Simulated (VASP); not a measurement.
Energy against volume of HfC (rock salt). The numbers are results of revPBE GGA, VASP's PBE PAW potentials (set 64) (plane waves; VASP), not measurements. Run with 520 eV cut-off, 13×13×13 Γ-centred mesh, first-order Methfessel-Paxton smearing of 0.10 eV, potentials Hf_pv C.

| V (Å³/atom) | E (eV/atom) |
|---|---|
| 11.938 | -10.11116 |
| 12.320 | -10.13914 |
| 12.701 | -10.14783 |
| 13.082 | -10.13995 |

**Question.** Fit these four points and predict the energy of the run at 13.463 Å³/atom.

**Answer.** A cubic in V^(−2/3), the third-order Birch-Murnaghan form, passes through the four points with V0 = 12.70 Å³/atom and B0 = 232 GPa, and gives -10.1178 eV/atom there. The run gave -10.1178 eV/atom, -0.0 meV/atom from the fit; all five points give B0 = 232 GPa.

The compound is HfC in the rock salt structure. It was relaxed first.
